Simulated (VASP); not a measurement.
# CrN2: single point with PBE

CrN2:

```
CELL_PARAMETERS angstrom
3.90179 0.00000 0.00000
0.00000 4.80951 0.00000
0.00000 0.00000 2.78417
ATOMIC_POSITIONS crystal
Cr 0.99640 0.00861 0.01561
Cr 0.49698 0.50861 0.49077
N 0.86133 0.59058 0.99438
N 0.12607 0.41448 0.99209
N 0.36105 0.91244 0.48676
N 0.64136 0.08592 0.48397
```

The cell comes from a database or a generator and needn't be the stable form of this composition.

The cell isn't the ideal one: atoms moved at random, drawn with an rms of 0.05 Å.

```json
{
 "Program": "VASP 6.6.1",
 "Task": "single point",
 "Functional": "PBE",
 "Potentials or basis": "VASP PAW PBE potentials, release 64 (Cr_pv, N)",
 "Cutoff": "520 eV",
 "k mesh": "7 × 6 × 10",
 "Occupations": "fermi-dirac, width 0.05 eV",
 "Spin": "collinear spin, ferromagnetic start",
 "Starting moments": "[3.0, 3.0, 0.0, 0.0, 0.0, 0.0] μB",
 "Further INCAR settings": "ALGO = Normal; EDIFF = 1e-07; NBANDS = 35"
}
```

* Pressure: -0.3 GPa
* Largest force: 1.012 eV/Å
* Band gap on the k mesh: none (metal or under the smearing width)
* Net moment: 4.20 μB per cell
* Site moments: Cr +2.14, +2.25; N -0.09, -0.10, -0.08 μB
* Valence electrons inside the program's atomic spheres: Cr 10.90, 10.84; N 3.78, 3.75

Forces on the atoms (eV/Å):
```
Cr   0.321 -0.388 -0.419
Cr  -0.140 -0.425  0.097
N   -0.269  0.368 -0.004
N    0.550 -0.096  0.052
N    0.504  0.335  0.053
N   -0.966  0.206  0.221
```

Stress tensor (GPa, compression positive):
```
-1.21 -1.98 -0.69
-1.98 -0.89  0.07
-0.69  0.07  1.30
```

Levels at points of the mesh, in eV from the Fermi level:
Spin up:
| k point | band 21 | band 22 | band 23 | band 24 | band 25 | band 26 | band 27 | band 28 |
| --- | --- | --- | --- | --- | --- | --- | --- | --- |
| (0.00, 0.00, 0.00) | -1.26 | -1.08 | -0.79 | -0.68 | -0.59 | -0.53 | 3.09 | 4.97 |
| (0.00, 0.50, 0.00) | -1.17 | -1.08 | -0.38 | -0.32 | 0.27 | 0.36 | 2.83 | 2.87 |
| (0.00, 0.00, 0.50) | -1.15 | -1.11 | 0.31 | 0.46 | 0.64 | 0.70 | 2.59 | 2.75 |
| (0.00, 0.50, 0.50) | -1.07 | -0.94 | -0.05 | 0.04 | 0.65 | 0.70 | 2.16 | 2.25 |
Spin down:
```tsv
k point	band 18	band 19	band 20	band 21	band 22	band 23
(0.00, 0.00, 0.00)	-3.13	-1.76	-1.54	0.57	0.60	1.25
(0.00, 0.50, 0.00)	-2.24	-1.62	-1.41	0.96	0.98	1.89
(0.00, 0.00, 0.50)	-1.79	-1.38	-1.30	1.47	1.60	1.69
(0.00, 0.50, 0.50)	-1.10	-0.18	-0.08	1.01	1.09	1.47
```

Wall time 14 min on 1 thread of Intel(R) Xeon(R) Platinum 8488C (Sapphire Rapids) (shared host), peak memory 0.58 GiB.

Caveat: only a ferromagnetic start was run, and an antiferromagnetic order may lie lower in energy.
